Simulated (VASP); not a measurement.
```xyz
1
Lattice="-1.5786 1.5786 1.5786 1.5786 -1.5786 1.5786 1.5786 1.5786 -1.5786" Properties=species:S:1:pos:R:3 pbc="T T T"
W      0.0000     0.0000     0.0000
```

The numbers are results of PBEsol GGA, VASP's PBE PAW potentials (set 64) (plane waves; VASP), not measurements. Run with 400 eV cut-off, 18×18×18 Γ-centred mesh, tetrahedra with Blöchl corrections, potentials W_sv.

Unless said otherwise, spin-orbit coupling is left out, though it shifts the bands of the heavy elements here.

Predict the energy per atom (σ→0), band gap (on the k-mesh) with the smallest direct gap where there is one.

| Property | Result |
|---|---|
| band gap (on the k-mesh) | none (metal, semimetal or under 0.01 eV) |
| energy per atom (σ→0) | -13.805 eV/atom |

Total energies compare only between runs with the same potentials, cut-off and functional.

The compound is W in the bcc structure. It was relaxed first.
